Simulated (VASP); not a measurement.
Energy against volume of SrTe (rock salt). Calculation: r2SCAN+rVV10, VASP's PBE PAW potentials (set 64) (plane waves; VASP 6.6.1).

| V (Å³/atom) | E (eV/atom) |
|---|---|
| 35.006 | -22.06218 |
| 36.124 | -22.07520 |
| 37.241 | -22.07928 |
| 38.358 | -22.07573 |
| 39.475 | -22.06565 |

**Question.** Fit a third-order Birch-Murnaghan equation of state.

**Answer.** 
| Item | Value |
|---|---|
| volume per atom | 37.25 Å^3/atom |
| bulk modulus | 36.4 GPa |
| pressure derivative of the bulk modulus | 4.23 |
| lattice constant a | 6.679 Å |

Measured: bulk modulus 39.5 GPa (computed value off by -7.9 %), a 6.659 Å (computed value off by +0.3 %), as given by S. C. Rakesh Roshan et al., ACS Applied Energy Materials (2021), arXiv:2110.13857. The calculation is for a static lattice, while the measured bulk modulus, a hold thermal and zero-point effects, which are part of the difference.

The compound is SrTe in the rock salt structure. It was relaxed first.
